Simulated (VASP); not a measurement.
Input:

```
CELL_PARAMETERS angstrom
      3.93614     0.00000     0.00000
      0.00000     3.93614     0.00000
      0.00000     0.00000     3.93614
ATOMIC_POSITIONS crystal
  Cs 0.00000 0.00000 0.00000
  Cl 0.50000 0.50000 0.50000
```

Level of theory: LDA (Ceperley-Alder, Perdew-Zunger), VASP's LDA PAW potentials (set 64) (plane waves; VASP). Settings: 520 eV cut-off, 7×7×7 Γ-centred mesh, Gaussian smearing of 0.050 eV, potentials Cs_sv Cl.

Unless said otherwise, spin-orbit coupling is left out, though it shifts the bands of the heavy elements here.

### Question
What does the run give for the energy per atom (σ→0), band gap (on the k-mesh) with the smallest direct gap where there is one?

### Answer

| Property | Value |
|---|---|
| band gap (on the k-mesh) | 4.92 eV |
| smallest direct gap (on the k-mesh) | 4.92 eV |
| energy per atom (σ→0) | -3.652 eV/atom |

Only differences to runs with the same potentials and settings are physical.

The compound is CsCl in the CsCl type structure. This cell is one point of a volume scan, at 0.97 of the reference volume.
